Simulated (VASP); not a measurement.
MgS (relaxed from the zinc blende structure, space group F-43m) relaxed at rising pressure, in one space group throughout; other phases were not tried. The pressures are those reached. Level of theory: PBEsol GGA, VASP's PBE PAW potentials (set 64) (plane waves; VASP 6.6.1).

```json
[
 {"P (GPa)": "-0.01", "V (Å³/atom)": "22.537", "k-mesh": "8×8×8"},
 {"P (GPa)": "5.01", "V (Å³/atom)": "20.932", "k-mesh": "8×8×8"},
 {"P (GPa)": "9.99", "V (Å³/atom)": "19.770", "k-mesh": "8×8×8"},
 {"P (GPa)": "20.01", "V (Å³/atom)": "18.100", "k-mesh": "9×9×9"},
 {"P (GPa)": "29.97", "V (Å³/atom)": "16.922", "k-mesh": "9×9×9"}
]
```

A change of mesh leaves a small step in the series.

Question: Fit an equation of state and predict the volume at 44.88 GPa.

Answer: Least squares on the third-order Birch-Murnaghan form, P = (3B0/2)(y⁷ − y⁵)[1 + (3/4)(B′ − 4)(y² − 1)] with y = (V0/V)^(1/3), gives V0 = 22.532 Å³/atom, B0 = 59 GPa and B′ = 4.0, and so 15.638 Å³/atom. The run gave 15.634 Å³/atom, -0.0 % from the fit.

Pressures at which the relaxation failed are left out.

The structure was generated: MgS was put into the zinc blende type (F-43m), which need not be its known phase.
